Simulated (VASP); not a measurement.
OSZICAR of a VASP run on TiAu$_{4}$ (atoms displaced from the space group 87 structure):

**OSZICAR**
```
       N       E                     dE             d eps       ncg     rms          rms(c)
DAV:   1     0.374447276337E+03    0.37445E+03   -0.20343E+04  3366   0.121E+03
DAV:   2    -0.368511092524E+01   -0.37813E+03   -0.36826E+03  3689   0.347E+02
DAV:   3    -0.282249332678E+02   -0.24540E+02   -0.24042E+02  4212   0.857E+01
DAV:   4    -0.290454410187E+02   -0.82051E+00   -0.81809E+00  4404   0.154E+01
DAV:   5    -0.290638570463E+02   -0.18416E-01   -0.18406E-01  4245   0.222E+00    0.201E+01
DAV:   6    -0.261574741034E+02    0.29064E+01   -0.14775E+01  4002   0.255E+01    0.999E+00
DAV:   7    -0.262435320578E+02   -0.86058E-01   -0.95441E+00  4686   0.198E+01    0.102E+01
DAV:   8    -0.256462053766E+02    0.59733E+00   -0.19772E+00  4393   0.856E+00    0.435E+00
DAV:   9    -0.256386879172E+02    0.75175E-02   -0.28014E-01  5013   0.250E+00    0.100E+00
DAV:  10    -0.256240632527E+02    0.14625E-01   -0.71119E-02  4359   0.167E+00    0.175E-01
DAV:  11    -0.256243956715E+02   -0.33242E-03   -0.11067E-03  3641   0.217E-01    0.182E-01
DAV:  12    -0.256240239686E+02    0.37170E-03   -0.18216E-03  4772   0.246E-01    0.158E-02
DAV:  13    -0.256240292201E+02   -0.52515E-05   -0.42796E-05  3753   0.331E-02    0.550E-03
DAV:  14    -0.256240291794E+02    0.40706E-07   -0.13686E-06  2871   0.700E-03
   1 F= -.25624029E+02 E0= -.25579767E+02  d E =-.885253E-01
```

Which electronic solver shows in the log?

It is blocked Davidson (ALGO = Normal, or the opening steps of other solvers). The INCAR had ALGO = Normal.

Can the final energy be trusted as converged?

The calculation finished and met its thresholds. It stopped with EDIFF = 1E-6, NELM = 100 (PBEsol GGA, plane waves, VASP's PBE PAW potentials (set 64)).

The structure comes from a computed database's TiAu4 entry; how it stands against other phases isn't given here. The cell was not relaxed at this level, atoms are displaced from their ideal sites. The k-mesh is coarse (spacing up to 0.37 per Å, 2π included), so the numbers may not be converged in it.
